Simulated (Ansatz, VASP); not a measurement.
# Cross-check of Li4Ge11O24 between VASP and Ansatz

Wanted: the spread between two codes on one cell, functional and k mesh. The structure shown is frame 71 of Ansatz's trajectory.

Calculated with Ansatz 0.2.0; plane waves, with VASP 6.6.1 beside it; single point at RPBE.

## Step 1: Starting point

The cell holds 78 atoms: 22 Ge, 8 Li and 48 O. Cell: a = 10.441 Å, b = 10.441 Å, c = 10.441 Å, α = 90.0°, β = 90.0°, γ = 90.0°. As first built, before any earlier steps moved the atoms (in the runner's words): 78 atoms (22 Ge, 8 Li, 48 O) placed at random at 3.6 g/cm^3, melted at 4000 K for 10 ps at fixed volume with the Morse and Coulomb pair potential with partial charges (Pedone, Malavasi, Menziani, Cormack and Segre, J. Phys. Chem. B 110, 11780 (2006)). Quenched from 4000 K to 300 K at 1000 K/ps and fixed volume, held 10 ps at zero pressure.

## Step 2: Ansatz: dynamics, RPBE

Ansatz runs on its default PAW (the set named soft_2) files.

One frame of this run of dynamics is then solved in both programs, so the motion causes no difference.

input.yaml

```yaml
crystal:
  lattice:
    - [10.44088, 0.0, 0.0]
    - [0.0, 10.44088, 0.0]
    - [0.0, 0.0, 10.44088]
  atoms:
    - { symbol: Ge, position: [0.6276, 0.64657, 0.38233] }
    - { symbol: Ge, position: [0.27672, 0.79771, 0.48986] }
    - { symbol: Ge, position: [0.04704, 0.15502, 0.70237] }
    - { symbol: Ge, position: [0.44524, 0.46582, 0.56565] }
    - { symbol: Ge, position: [0.20291, 0.61351, 0.03101] }
    - { symbol: Ge, position: [0.9522, 0.15624, 0.39844] }
    - { symbol: Ge, position: [0.4148, 0.94615, 0.02794] }
    - { symbol: Ge, position: [0.0349, 0.71881, 0.67679] }
    - { symbol: Ge, position: [0.47008, 0.57675, 0.86901] }
    - { symbol: Ge, position: [0.32739, 0.00976, 0.72077] }
    - { symbol: Ge, position: [0.99168, 0.75568, 0.39255] }
    - { symbol: Ge, position: [0.94176, 0.45342, 0.32106] }
    - { symbol: Ge, position: [0.55302, 0.17106, 0.57543] }
    - { symbol: Ge, position: [0.80603, 0.3365, 0.0524] }
    - { symbol: Ge, position: [0.536, 0.43499, 0.15373] }
    - { symbol: Ge, position: [0.6871, 0.9675, 0.35717] }
    - { symbol: Ge, position: [0.04989, 0.12025, 0.10185] }
    - { symbol: Ge, position: [0.97164, 0.82501, 0.97912] }
    - { symbol: Ge, position: [0.99585, 0.44934, 0.84824] }
    - { symbol: Ge, position: [0.66861, 0.79968, 0.93627] }
    - { symbol: Ge, position: [0.75131, 0.1001, 0.81579] }
    - { symbol: Ge, position: [0.25929, 0.44959, 0.30091] }
    - { symbol: Li, position: [0.83931, 0.93625, 0.59812] }
    - { symbol: Li, position: [0.13906, 0.8847, 0.19975] }
    - { symbol: Li, position: [0.86484, 0.65128, 0.14057] }
    - { symbol: Li, position: [0.3361, 0.1944, 0.17522] }
    - { symbol: Li, position: [0.33582, 0.2263, 0.94082] }
    - { symbol: Li, position: [0.72656, 0.39028, 0.43199] }
    - { symbol: Li, position: [0.38254, 0.72701, 0.21671] }
    - { symbol: Li, position: [0.61945, 0.15368, 0.07911] }
    - { symbol: O, position: [0.36926, 0.93913, 0.8629] }
    - { symbol: O, position: [0.18599, 0.71897, 0.61645] }
    - { symbol: O, position: [0.58264, 0.07061, 0.44771] }
    - { symbol: O, position: [0.93484, 0.22845, 0.06916] }
    - { symbol: O, position: [0.39118, 0.73534, 0.40227] }
    - { symbol: O, position: [0.54782, 0.84687, 0.03149] }
    - { symbol: O, position: [0.90985, 0.08455, 0.76857] }
    - { symbol: O, position: [0.39552, 0.36711, 0.23245] }
    - { symbol: O, position: [0.5579, 0.57473, 0.51794] }
    - { symbol: O, position: [0.1885, 0.19079, 0.05362] }
    - { symbol: O, position: [0.32933, 0.91303, 0.58874] }
    - { symbol: O, position: [0.01897, 0.80332, 0.81931] }
    - { symbol: O, position: [0.70259, 0.94164, 0.84546] }
    - { symbol: O, position: [0.18172, 0.07737, 0.73266] }
    - { symbol: O, position: [0.31923, 0.45802, 0.46047] }
    - { symbol: O, position: [0.12229, 0.48759, 0.94569] }
    - { symbol: O, position: [0.08255, 0.71338, 0.03657] }
    - { symbol: O, position: [0.03696, 0.30799, 0.77032] }
    - { symbol: O, position: [0.68539, 0.14828, 0.67618] }
    - { symbol: O, position: [0.42559, 0.49606, 0.72837] }
    - { symbol: O, position: [0.94863, 0.77714, 0.55171] }
    - { symbol: O, position: [0.01848, 0.58856, 0.38681] }
    - { symbol: O, position: [0.65777, 0.81626, 0.38812] }
    - { symbol: O, position: [0.10918, 0.38294, 0.30072] }
    - { symbol: O, position: [0.77191, 0.5598, 0.39112] }
    - { symbol: O, position: [0.82418, 0.76895, 0.99816] }
    - { symbol: O, position: [0.03665, 0.10274, 0.2659] }
    - { symbol: O, position: [0.66546, 0.33867, 0.14262] }
    - { symbol: O, position: [0.85614, 0.42799, 0.92006] }
    - { symbol: O, position: [0.43946, 0.12916, 0.67839] }
    - { symbol: O, position: [0.5725, 0.5754, 0.23784] }
    - { symbol: O, position: [0.91123, 0.78427, 0.25945] }
    - { symbol: O, position: [0.68851, 0.04466, 0.21186] }
    - { symbol: O, position: [0.87904, 0.4652, 0.16474] }
    - { symbol: O, position: [0.33675, 0.64734, 0.93507] }
    - { symbol: O, position: [0.99658, 0.56868, 0.7312] }
    - { symbol: O, position: [0.84236, 0.0212, 0.42511] }
    - { symbol: O, position: [0.01288, 0.97519, 0.02951] }
    - { symbol: O, position: [0.25879, 0.57084, 0.18358] }
    - { symbol: O, position: [0.02867, 0.15738, 0.53886] }
    - { symbol: O, position: [0.60415, 0.66873, 0.86053] }
    - { symbol: O, position: [0.14016, 0.82791, 0.39427] }
    - { symbol: O, position: [0.3028, 0.88681, 0.12291] }
    - { symbol: O, position: [0.88327, 0.30564, 0.37787] }
    - { symbol: O, position: [0.54167, 0.3272, 0.53531] }
    - { symbol: O, position: [0.72295, 0.21036, 0.93043] }
    - { symbol: O, position: [0.49109, 0.46852, 0.99737] }
    - { symbol: O, position: [0.44363, 0.10612, 0.04543] }
kpoints:
  mp_grid: { grid: [1, 1, 1] }
hamiltonian:
  xc: rpbe
scf:
  occupations: { method: gaussian, width: 0.05 }
output:
  forces: true
md:
  timestep: 1.0
  n_steps: 214
  ensemble: nve
  temperature: 300
  initial_velocities: maxwell_boltzmann
  seed: 8061
```

Launch:

```
$ ansatz run input.yaml --threads 4 --pin off --max-ram 8192MiB --backend cpu --events-out ev --progress --plain --runs-dir out
```

Numbers of over 12 decimals in the logs are rounded to 6 here.

Output:

```text
Warning: md: disabling space-group detection — thermal motion breaks the input geometry's symmetry, so no spatial operation reduces the k-mesh or symmetrises the density; time reversal is kept, so that k and −k are solved as one point where they differ and the mesh holds both, and exact exchange and, on two spinor components, a DFT+U term hold to it where the run has them: on two components no moment then forms, and  [...]
Engine: ansatz 0.2.0, aarch64-unknown-linux-gnu
Pseudopotentials: kind: paw
Pseudopotential: Ge, paw, valence charge 14, recommended cutoff 420 eV (normal), Ge.paw.azcp
Pseudopotential: Li, paw, valence charge 3, recommended cutoff 420 eV (normal), Li.paw.azcp
Pseudopotential: O, paw, valence charge 6, recommended cutoff 420 eV (normal), O.paw.azcp
Functional definition: RPBE
  parameter kappa = 0.804
  parameter beta = 0.066725
  exchange = rpbe_x(kappa = kappa, mu = beta*pi^2/3)
  correlation = pbe_c(beta = beta)
Crystal: 78 atoms, lattice volume = 1138.181 Å³
Basis set: ecut = 420 eV, 22143 PW (Γ), exchange–correlation on 144×144×144 points (8 copies of the dense FFT grid, shifted against one another)
Bands: 388, of which v1, the nominal top of the filled ones, is band 310 counted from 1 (309 counted from 0)
Symmetry: 1 space group operations
k-points: 1
Non-local potential: Ge, projectors of the file, l = 0: 2, l = 1: 2, l = 2: 3, l = 3: 1
Non-local potential: Li, projectors of the file, l = 0: 3, l = 1: 2, l = 2: 1
Non-local potential: O, projectors of the file, l = 0: 2, l = 1: 2, l = 2: 1
PAW form: soft (Blöchl's): semilocal exchange-correlation on the pseudo side does not see the compensation charge
PAW frozen core: Ge, regenerated for the run's functional, and the local potential with it (the file was generated under x = pbe(κ = 0.804, μ = 0.219515), c = pbe(β = 0.066725))
PAW frozen core: O, regenerated for the run's functional, and the local potential with it (the file was generated under x = pbe(κ = 0.804, μ = 0.219515), c = pbe(β = 0.066725))
PAW one-centre angular grid: Ge, 590 points (default); XC on 64 Gauss nodes
PAW one-centre angular grid: Li, 110 points (default); XC on 64 Gauss nodes
PAW one-centre angular grid: O, 110 points (default); XC on 64 Gauss nodes
Initial density: superposition of atomic densities (neutral atoms: chi_scale 0, normalization atom), corrected by the library's trained network
Initial wavefunctions: pseudopotential atomic-orbital guess
Functional: x = rpbe, c = pbe(β = 0.066725)
SCF iter   1: F=—  HF=-123577.201239 eV  |F-HF|=—  |Δ(HF+E_count)|=         —  Δρ=5.34e-3  dr2=3.74e-1  ethr=1.77e-3  ⟨swp⟩=6.0  Hψ=1527  notcnv=0  defer=43
preconditioner: auto → Resta (q_TF=auto, 2.466 Å⁻¹)  ε∞=2.7  [insulator: Δε(μ)=1.319 eV  Ē_g=20.923 eV  σ=0.050 eV  W_gap=1.00  n_scr=256 (ndim 8)  ℏωp=27.1 eV  f_vac=0.247  D(μ)=0.00/eV (n_scr^D=0)  ε∞_Penn≈2.7]
SCF iter   2: F=—  HF=-123577.124639 eV  |F-HF|=—  |Δ(HF+E_count)|=   7.66e-2  Δρ=2.81e-3  dr2=5.99e-2  ethr=6.03e-5  ⟨swp⟩=2.0  Hψ=603  notcnv=0  defer=72
SCF iter   3: F=—  HF=-123577.118630 eV  |F-HF|=—  |Δ(HF+E_count)|=   6.01e-3  Δρ=1.22e-3  dr2=1.97e-2  ethr=9.67e-6  ⟨swp⟩=2.0  Hψ=466  notcnv=0  defer=72
SCF iter   4: F=—  HF=-123577.117765 eV  |F-HF|=—  |Δ(HF+E_count)|=   8.65e-4  Δρ=6.31e-4  dr2=4.41e-3  ethr=3.18e-6  ⟨swp⟩=2.0  Hψ=529  notcnv=0  defer=72
SCF iter   5: F=—  HF=-123577.117273 eV  |F-HF|=—  |Δ(HF+E_count)|=   4.92e-4  Δρ=1.79e-4  dr2=3.71e-4  ethr=7.11e-7  ⟨swp⟩=2.0  Hψ=592  notcnv=0  defer=72
SCF iter   6: F=—  HF=-123577.117427 eV  |F-HF|=—  |Δ(HF+E_count)|=   1.55e-4  Δρ=1.03e-4  dr2=1.05e-4  ethr=5.99e-8  ⟨swp⟩=2.0  Hψ=528  notcnv=0  defer=72
SCF iter   7: F=—  HF=-123577.117420 eV  |F-HF|=—  |Δ(HF+E_count)|=   7.23e-6  Δρ=2.64e-5  dr2=7.21e-6  ethr=1.69e-8  ⟨swp⟩=2.0  Hψ=532  notcnv=0  defer=72
SCF iter   8: F=—  HF=-123577.118692 eV  |F-HF|=—  |Δ(HF+E_count)|=   1.27e-3  Δρ=1.40e-5  dr2=1.95e-6  ethr=1.16e-9  ⟨swp⟩=2.0  Hψ=626  notcnv=0  defer=72
SCF iter   9: F=—  HF=-123577.118693 eV  |F-HF|=—  |Δ(HF+E_count)|=   6.81e-7  Δρ=4.48e-6  dr2=1.84e-7  ethr=3.14e-10  ⟨swp⟩=2.0  Hψ=532  notcnv=0  defer=72
SCF iter  10: F=-123577.118693 eV  HF=-123577.118693 eV  |F-HF|=1.56e-8  |Δ(HF+E_count)|=   2.50e-7  Δρ=1.83e-6  dr2=3.70e-8  ethr=1.26e-11  ⟨swp⟩=4.0  Hψ=1160  notcnv=0
SCF 1 converged in 10 iterations: F = -123577.118693 eV  dr2 = 3.70e-8
  greatest PAW one-centre occupation: 1.000 electrons in one spin orbital (limit 2), on the Li atom at site 27 (counted from 0), in its partial waves of l = 0
[...]
md step   207: t =   207.00 fs  T =   718.1 K  F+E_penalty+E_count = -123581.28684426 eV  E_kin = 7.147439 eV  conserved = -123574.13940559 eV  (3 SCF iters)
[...]
md step   208: t =   208.00 fs  T =   725.3 K  F+E_penalty+E_count = -123581.35810901 eV  E_kin = 7.218840 eV  conserved = -123574.13926881 eV  (3 SCF iters)
[...]
md step   209: t =   209.00 fs  T =   732.2 K  F+E_penalty+E_count = -123581.42636283 eV  E_kin = 7.287201 eV  conserved = -123574.13916221 eV  (4 SCF iters)
md step   210: t =   210.00 fs  T =   738.9 K  F+E_penalty+E_count = -123581.49298937 eV  E_kin = 7.353879 eV  conserved = -123574.13911026 eV  (9 SCF iters)
[...]
md step   211: t =   211.00 fs  T =   745.5 K  F+E_penalty+E_count = -123581.55861706 eV  E_kin = 7.419489 eV  conserved = -123574.13912781 eV  (4 SCF iters)
[...]
md step   212: t =   212.00 fs  T =   751.9 K  F+E_penalty+E_count = -123581.62292791 eV  E_kin = 7.483714 eV  conserved = -123574.13921398 eV  (4 SCF iters)
[...]
md step   213: t =   213.00 fs  T =   758.1 K  F+E_penalty+E_count = -123581.68465449 eV  E_kin = 7.545301 eV  conserved = -123574.13935355 eV  (4 SCF iters)
[...]
md step   214: t =   214.00 fs  T =   763.8 K  F+E_penalty+E_count = -123581.74176397 eV  E_kin = 7.602243 eV  conserved = -123574.13952121 eV  (9 SCF iters)
SCF converged after 9 iterations
Free energy (F): -123581.741764 eV
Harris-Foulkes:  -123581.741764 eV  (|F-HF|=1.03e-8)
Internal energy: -123581.741764 eV  (E = F + TS)
E sigma→0 (E₀):  -123581.741764 eV
Fermi energy:    4.631641 eV
--- Per-component energies (eV) ---
  E_band       = -6420.610176
  E_kinetic    = 10996.652523
  E_local      = -91159.222163  (includes V_loc(G=0)·N_el)
  E_nonlocal   = 11323.480746
  E_hartree    = 38627.489330
  E_xc         = -5269.027482
  E_vxc        = -6003.730084  (∫ρ·V_xc dr)
  E_paw        = -52502.313903  (= ΣΔE_a)
  E_vpaw       = -8832.894908  (= ΣTr[D̂ρ^β])
  E_aug_tail   = 0.121580  (compensation charges beyond the density's cutoff)
  E_ewald      = -35593.917191
  E_core_change = -5.005204  (= ΣΔE_core)
  E_smearing   = -0.000000  (= −TS)
  E_closure    = -0.000000  (closes the sum)
  Σ components = -123581.741764   (vs F -123581.741764, Δ=0.00e0)
--- Forces (eV/Å), atoms counted from 1 ---
  atom   1  Ge     0.26731710    -1.02512571    -0.86014181
  atom   2  Ge     0.18953393     2.14083408     0.64243290
  atom   3  Ge     1.61658568     0.08140778     0.72934015
  atom   4  Ge    -1.16300189    -2.10034249    -0.66090049
  atom   5  Ge     1.17727767     0.16572950     0.71702567
  atom   6  Ge     1.70517125    -2.16022570     0.49594264
  atom   7  Ge    -1.09532317     2.68953474    -1.18716059
  atom   8  Ge    -2.94768902     0.09485627     2.23387111
  atom   9  Ge    -0.36316498     0.66766257     0.40424668
  atom  10  Ge    -3.48963876    -0.97855809     1.35753466
  atom  11  Ge     0.07842983    -0.57502687     2.15874402
  atom  12  Ge     1.51577308     1.74430896     0.04624960
  atom  13  Ge    -0.69647361     1.19159858    -1.15924160
  atom  14  Ge    -0.49165921     0.54937576    -0.69375244
  atom  15  Ge    -0.62714243     0.36995819    -0.37203234
  atom  16  Ge    -1.93966640    -1.66855028    -2.15318609
  atom  17  Ge    -0.36959455    -1.65220622    -0.68551537
  atom  18  Ge     0.50243073    -0.44752050     0.66845286
  atom  19  Ge     0.97798151    -1.31340776    -0.12563666
  atom  20  Ge    -1.77778152    -1.93712887    -1.53138264
  atom  21  Ge    -0.86033920    -0.57873708    -2.67371323
  atom  22  Ge    -0.61151600     0.45080320     0.00623117
  atom  23  Li    -0.10540966    -0.38362153    -0.03555167
  atom  24  Li    -0.39614329    -0.03203764    -0.03170437
[...]
atom  71  O     -0.48856673     0.19843542     0.46323212
  atom  72  O      1.94461807     0.24828309     0.83931420
  atom  73  O      0.29254246     0.63509858     0.00388522
  atom  74  O     -1.09754437     0.00079948     0.49027160
  atom  75  O      0.54522274    -0.02108408    -0.10821698
  atom  76  O     -0.40609303     0.79897635     1.84553932
  atom  77  O     -0.82158009     1.10946152    -1.10472829
  atom  78  O     -1.22355867    -2.18492949     0.12876409
  max |Σ_I F_I| component: 8.46e-5 eV/Å
--- MD trajectory: 214 steps, t = 0.0 → 214.0 fs ---
  final state: T = 763.8 K   F+E_penalty+E_count = -123581.74176397 eV   E_kin = 7.602243 eV
  conserved energy: peak-to-peak 1.093e-2 eV (1.401e-4 eV/atom) over 214.0 fs
```

Reading the cycles: dr2 is the Hartree energy of the density residual (eV), the measure of convergence; HF is the Harris–Foulkes estimate of the energy, which meets the free energy F at convergence.

[end of part 1 of 2]

[Lines on the potential files, build, host, timing and source positions are cut from VASP's logs without a mark.]

[Logs are printed without paths, hosts, clocks, repeated set-up lines and the standing remarks that a program may print on its own settings, such as how far it seeks lower states.]

[Hosts, paths, dates, database ids (printed as entryN), source tags and the programs' standing remarks are cut or masked in the printed files.]
